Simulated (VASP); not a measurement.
VASP runs on Ge (diamond) share one base input (PBE GGA, plane waves, VASP's PBE PAW potentials (set 64)) and change the settings named in each case.

**KPOINTS**
```
Automatic mesh
0
Gamma
7 7 7
0 0 0
```

POSCAR:
```
Ge
1.0
  0.0000000000   2.8855800000   2.8855800000
  2.8855800000   0.0000000000   2.8855800000
  2.8855800000   2.8855800000   0.0000000000
Ge
2
direct
  0.0000000000   0.0000000000   0.0000000000
  0.2500000000   0.2500000000   0.2500000000
```

INCAR:
```
# general
SYSTEM =Ge
PREC   =Accurate
ENCUT  =400
LREAL  =.FALSE.
LASPH  =.TRUE.

# electronic loop
EDIFF  =1E-6
NELM   =100
ALGO   =Normal
LMAXMIX=4

# smearing
ISMEAR =0
SIGMA  =0.05

# functional
GGA    =PE

# ions
ISIF   =2

# output
LWAVE  =.FALSE.
LCHARG =.FALSE.
```

POTCAR, in this order: Ge_d (PBE.64 set). Program: vasp_std.

```json
[
 {"change": "base run", "E(σ→0) (eV/atom)": "-4.5076", "plane waves": "893"},
 {"change": "PREC = Low", "E(σ→0) (eV/atom)": "-4.5130", "plane waves": "893"},
 {"change": "PREC = Normal", "E(σ→0) (eV/atom)": "-4.5075", "plane waves": "893"},
 {"change": "PREC = Single", "E(σ→0) (eV/atom)": "-4.5097", "plane waves": "893"},
 {"change": "ADDGRID = .TRUE.", "E(σ→0) (eV/atom)": "-4.5076", "plane waves": "893"},
 {"change": "LASPH = .FALSE.", "E(σ→0) (eV/atom)": "-4.5075", "plane waves": "893"},
 {"change": "LREAL = Auto", "E(σ→0) (eV/atom)": "-4.5080", "plane waves": "893"}
]
```

Left out are runs that ran out of time, are held back, or changed the cell or the kind of run, fixed moments of cells without a moment, rows past the twelfth, gaps on odd meshes, pressures of charged cells and columns that move by less than the noise.

The compound is Ge in the diamond structure. The cell was not relaxed at this level.
